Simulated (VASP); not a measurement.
# Ba4Si (Im-3m) in VASP: notebook, part 2 of 2

VASP 6.6.1. Earlier steps stand in the parts before.

**4. Relaxation of the atoms, PBE, 47.82 Å³/atom (strain = -0.04)**

The input, INCAR:

```
SYSTEM = Ba4Si
PREC = Accurate ; ENCUT = 520
EDIFF = 1E-6 ; ISMEAR = -1
SIGMA = 0.05 ; LREAL = .False.
LASPH = .True. ; NELM = 60
ALGO = Normal ; ISIF = 2
LWAVE = .False. ; LCHARG = .False.
GGA = PE ; IBRION = 2
NSW = 40 ; EDIFFG = -0.005
```

The input, KPOINTS:

```
regular mesh
0
Gamma
  4 4 4
  0 0 0
```

The input, POSCAR:

```
Ba4Si
1.0
   -3.9635100000      3.9635100000      3.8049696000
    3.9635100000     -3.9635100000      3.8049696000
    3.9635100000      3.9635100000     -3.8049696000
Ba Si
4 1
Direct
    0.5000000000      0.5000000000      0.5000000000
    0.5000000000      0.0000000000      0.0000000000
    0.0000000000      0.0000000000      0.5000000000
    0.0000000000      0.5000000000      0.0000000000
    0.0000000000      0.0000000000      0.0000000000
```

Potentials or basis: VASP PAW PBE potentials, release 64 (Ba_sv, Si).

Run with:

```sh
$ cat potpaw_PBE.64/Ba_sv/POTCAR potpaw_PBE.64/Si/POTCAR > POTCAR
$ mpirun -np 1 vasp_std > vasp.out
```

OUTCAR:

```text
SYSTEM = Ba4Si
   PREC = Accurate
   ENCUT = 520
   EDIFF = 1E-6
   ISMEAR = -1
   LREAL = .False.
   LASPH = .True.
   NELM = 60
   ISIF = 2
   GGA = PE
   IBRION = 2
   NSW = 40
   EDIFFG = -0.005

 ion  position               nearest neighbor table
   1  0.500  0.500  0.500-   5 3.39   5 3.39   3 3.80   3 3.80   2 3.96   4 3.96   4 3.96   2 3.96

   2  0.500  0.000  0.000-   5 3.39   5 3.39   4 3.80   4 3.80   1 3.96   1 3.96   3 3.96   3 3.96

   3  0.000  0.000  0.500-   5 3.39   5 3.39   1 3.80   1 3.80   4 3.96   4 3.96   2 3.96   2 3.96

   4  0.000  0.500  0.000-   5 3.39   5 3.39   2 3.80   2 3.80   3 3.96   3 3.96   1 3.96   1 3.96

   5  0.000  0.000  0.000-   1 3.39   2 3.39   3 3.39   4 3.39   3 3.39   4 3.39   2 3.39   1 3.39

  LATTYP: Found a body centered tetragonal cell.
 ALAT       =     7.9270200000
 C/A-ratio  =     0.9600000000

  Lattice vectors:

 A1 = (  -3.9635100000,   3.9635100000,   3.8049696000)
 A2 = (   3.9635100000,  -3.9635100000,   3.8049696000)
 A3 = (   3.9635100000,   3.9635100000,  -3.8049696000)

Analysis of symmetry for initial positions (statically):
=====================================================================
 Subroutine PRICEL returns:
 Original cell was already a primitive cell.

 Routine SETGRP: Setting up the symmetry group for a
 body centered tetragonal supercell.

 Subroutine GETGRP returns: Found 16 space group operations
 (whereof 16 operations were pure point group operations)
 out of a pool of 16 trial point group operations.

The static configuration has the point symmetry D_4h.

Analysis of symmetry for dynamics (positions and initial velocities):
=====================================================================
 Subroutine PRICEL returns:
[... 120 lines left out ...]
   IALGO  =     38    algorithm
   IMIX   =      4    mixing-type and parameters
     AMIX     =   0.40;   BMIX     =  1.00
     AMIX_MAG =   1.60;   BMIX_MAG =  1.00
  volume/ion in A,a.u.               =      47.82       322.70
  Fermi-wavevector in a.u.,A,eV,Ry     =   0.931184  1.759682 11.797653  0.867103
  Thomas-Fermi vector in A             =   2.057650
   LORBIT       =      0    0 simple, 1 ext, 2 COOP (PROOUT), +10 PAW based schemes
   GGA     = PE    functional components
   LHFCALC =     F    Hartree Fock is set to
   AEXX    =    0.0000 exact exchange contribution
   IVDW    =     0    specifies the selected vdW correction
   LEPSILON=     F    determine dielectric tensor
   LRPA    =     F    only Hartree local field effects (RPA)
 conjugate gradient relaxation of ions
 non-spin polarized calculation
  energy-cutoff  :      520.00
  volume of cell :      239.10
 maximum number of plane-waves:      6475
   NGX = 25   NGY = 25   NGZ = 25

 number of electron      43.9999999 magnetization

 Free energy of the ion-electron system (eV)
  ---------------------------------------------------
  ext. energy  EPLUGINS =         0.00000000
  ---------------------------------------------------
  free energy    TOTEN  =       -13.04108499 eV

  energy without entropy =      -12.99319721  energy(sigma->0) =      -13.01714110

 E-fermi :   2.3597     XC(G=0):  -7.9574

 val. band max:        2.3341816170   @ k =   0.2500   0.2500   0.2500
 cond. band min:       2.3597420939   @ k =  -0.2500   0.2500   0.0000
 fundamental gap:      0.0255604769
 Fermi energy:         2.3596561240

 k-point     1 :       0.0000    0.0000    0.0000
  band No.  band energies     occupation
      1     -26.4688      2.00000
      2     -26.3532      2.00000
      3     -26.3203      2.00000
      4     -26.3203      2.00000
      5     -12.1130      2.00000
      6     -12.1130      2.00000
[... 366 lines left out ...]
     25       3.0834      0.00000
     26       3.1326      0.00000

------------------------ aborting loop because EDIFF is reached ----------------------------------------

  FORCE on cell =-STRESS in cart. coord.  units (eV):
  Direction    XX          YY          ZZ          XY          YZ          ZX
  --------------------------------------------------------------------------------------
  -------------------------------------------------------------------------------------
  Total        0.4396048      0.4396048      2.8746593      0.0000000      0.0000000     -0.0000000
  in kB        2.9457907      2.9457907     19.2630859      0.0000000      0.0000000     -0.0000000
  external PRESSURE =       8.3848891 kB  Pullay stress =       0.0000000 kB

 VOLUME and BASIS-vectors are now :
 -----------------------------------------------------------------------------
  energy-cutoff  :      520.00
  volume of cell :      239.10
      direct lattice vectors                 reciprocal lattice vectors
    -3.963510000  3.963510000  3.804969600     0.000000000  0.126150811  0.131407095
     3.963510000 -3.963510000  3.804969600     0.126150811  0.000000000  0.131407095
     3.963510000  3.963510000 -3.804969600     0.126150811  0.126150811  0.000000000

 POSITION                                       TOTAL-FORCE (eV/Angst)
 -----------------------------------------------------------------------------------
      1.98175      1.98175      1.90248         0.000000      0.000000     -0.000000
     -1.98175      1.98175      1.90248        -0.000000     -0.000000      0.000000
      1.98175      1.98175     -1.90248         0.000000     -0.000000     -0.000000
      1.98175     -1.98175      1.90248         0.000000      0.000000      0.000000
      0.00000      0.00000      0.00000         0.000000      0.000000     -0.000000
 -----------------------------------------------------------------------------------
    total drift:                                0.000000     -0.000000      0.000000

  FREE ENERGIE OF THE ION-ELECTRON SYSTEM (eV)
  ---------------------------------------------------
  free  energy   TOTEN  =       -13.0410849856 eV

  energy  without entropy=      -12.9931972085  energy(sigma->0) =      -13.01714110

 reached required accuracy - stopping structural energy minimisation
```

Wall time 47 s (1 thread of Intel Xeon 6975P-C (Granite Rapids), shared host); peak memory 0.37 GiB.

Results:

```
Free energy             : -13.0411 eV
Pressure after relaxing : 0.8 GPa
Band gap on the k mesh  : none (metal or under the smearing width)
```

Caveat: the relaxation stopped at its first step, so nothing moved.

**5. Relaxation of the atoms, PBE, 48.82 Å³/atom (strain = -0.02)**

INCAR is that of step 4.

KPOINTS is that of step 4.

Edit POSCAR of step 4 so:

```diff
@@ -2,5 +2,5 @@
 1.0
-   -3.9635100000      3.9635100000      3.8049696000
-    3.9635100000     -3.9635100000      3.8049696000
-    3.9635100000      3.9635100000     -3.8049696000
+   -3.9635100000      3.9635100000      3.8842398000
+    3.9635100000     -3.9635100000      3.8842398000
+    3.9635100000      3.9635100000     -3.8842398000
 Ba Si
```

Run with:

```sh
$ cat potpaw_PBE.64/Ba_sv/POTCAR potpaw_PBE.64/Si/POTCAR > POTCAR
$ mpirun -np 1 vasp_std > vasp.out
```

Run time: 53 s. Hardware: 1 thread of Intel Xeon 6975P-C (Granite Rapids), shared host; peak memory 0.42 GiB.

The run converged. Its results:

| Property | Result |
| --- | --- |
| Free energy | -13.0862 eV |
| Pressure after relaxing | 0.5 GPa |
| Band gap on the k mesh | none (metal or under the smearing width) |

Caveat: the relaxation stopped at its first step, so nothing moved.

**6. Band structure, PBE**

The input, INCAR:

```
SYSTEM = Ba4Si
ALGO     = Fast           ! electronic algorithm
EDIFF    = 1E-7           ! SCF threshold, eV
ENCUT    = 600            ! plane-wave cutoff, eV
GGA      = PE             ! functional
ISIF     = 2              ! what is computed and relaxed
ISMEAR   = -1             ! smearing method
LASPH    = .True.         ! aspherical terms in the spheres
LCHARG   = .False.        ! write CHGCAR
LREAL    = .False.        ! projectors in reciprocal space
LWAVE    = .False.        ! write WAVECAR
NELM     = 100            ! most SCF steps
PREC     = Accurate       ! precision mode
SIGMA    = 0.05           ! smearing width, eV
```

The input, KPOINTS:

```
k-points
0
Gamma
  4 4 4
  0 0 0
```

Edit POSCAR of step 5 so:

```diff
@@ -2,5 +2,5 @@
 1.0
-   -3.9635100000      3.9635100000      3.8842398000
-    3.9635100000     -3.9635100000      3.8842398000
-    3.9635100000      3.9635100000     -3.8842398000
+   -3.9635100000      3.9635100000      3.9635100000
+    3.9635100000     -3.9635100000      3.9635100000
+    3.9635100000      3.9635100000     -3.9635100000
 Ba Si
```

The input, KPOINTS_OPT:

```
path GHNGPH,PN
15
line-mode
reciprocal
 0.0000000000  0.0000000000  0.0000000000  G
 0.5000000000 -0.5000000000  0.5000000000  H

 0.5000000000 -0.5000000000  0.5000000000  H
 0.0000000000  0.0000000000  0.5000000000  N

 0.0000000000  0.0000000000  0.5000000000  N
 0.0000000000  0.0000000000  0.0000000000  G

 0.0000000000  0.0000000000  0.0000000000  G
 0.2500000000  0.2500000000  0.2500000000  P

 0.2500000000  0.2500000000  0.2500000000  P
 0.5000000000 -0.5000000000  0.5000000000  H

 0.2500000000  0.2500000000  0.2500000000  P
 0.0000000000  0.0000000000  0.5000000000  N
```

Potentials or basis: VASP PAW PBE potentials, release 64 (Ba_sv, Si).

Run with:

```sh
$ cat potpaw_PBE.64/Ba_sv/POTCAR potpaw_PBE.64/Si/POTCAR > POTCAR
$ mpirun -np 1 vasp_std > vasp.out
```

Wall time 13 min (1 thread of Intel Xeon Platinum 8559C (Emerald Rapids), shared host); peak memory 0.41 GiB.

Results (log left out):

```yaml
Free_energy: -13.1042 eV
Pressure: 0.1 GPa
Band_gap_along_the_path: none (metal or under the smearing width)
```

Levels at the corners of the path, in eV from the Fermi level:
```tsv
point	band 18	band 19	band 20	band 21	band 22	band 23	band 24	band 25	band 26
Γ	-2.07	-0.97	-0.97	0.06	0.06	0.06	0.12	0.12	0.72
H	-2.05	-2.05	-2.05	-0.29	-0.29	-0.29	0.73	0.74	0.80
H	-2.05	-2.05	-2.05	-0.29	-0.29	-0.29	0.73	0.74	0.80
N	-1.92	-1.05	-0.75	-0.63	-0.44	0.48	0.58	0.72	0.95
N	-1.92	-1.05	-0.75	-0.63	-0.44	0.48	0.58	0.72	0.96
Γ	-2.07	-0.97	-0.97	0.06	0.06	0.06	0.12	0.12	0.72
Γ	-2.07	-0.97	-0.97	0.06	0.06	0.06	0.12	0.12	0.72
P	-1.29	-1.29	-1.29	0.00	0.00	0.00	1.32	1.32	1.44
P	-1.29	-1.29	-1.29	0.00	0.00	0.00	1.32	1.36	1.44
H	-2.05	-2.05	-2.05	-0.29	-0.29	-0.29	0.73	0.74	0.80
P	-1.29	-1.29	-1.29	0.00	0.00	0.00	1.32	1.38	1.44
N	-1.92	-1.05	-0.75	-0.63	-0.44	0.48	0.58	0.72	0.95
```

Caveat: spin-orbit coupling is left out, which moves the levels of the heavy elements.

**7. Summary**

| level | spin | cutoff (eV) | monkhorst-Pack mesh | other keys | pressure (GPa) |
| --- | --- | --- | --- | --- | --- |
| PBEsol | SOC, no magnetisation | 520 | - | - | -0.9 |
| PBEsol | off | 520 | yes | LREAL = Auto; shifted = yes | -0.6 |
| PBE | off | 600 | - | - | 0.1 |

Alike in all rows: task band structure; potentials or basis VASP PAW PBE potentials, release 64 (Ba_sv, Si); cell as given; k mesh 4 × 4 × 4; smearing fermi-dirac 0.05 eV.

Caveats: the PAW data sets were made with another functional, which shifts forces and pressure a little (some runs); spin-orbit coupling is left out, which moves the levels of the heavy elements (some runs).

Total energies depend on the potentials used, so only differences within one code and one set of settings carry meaning.
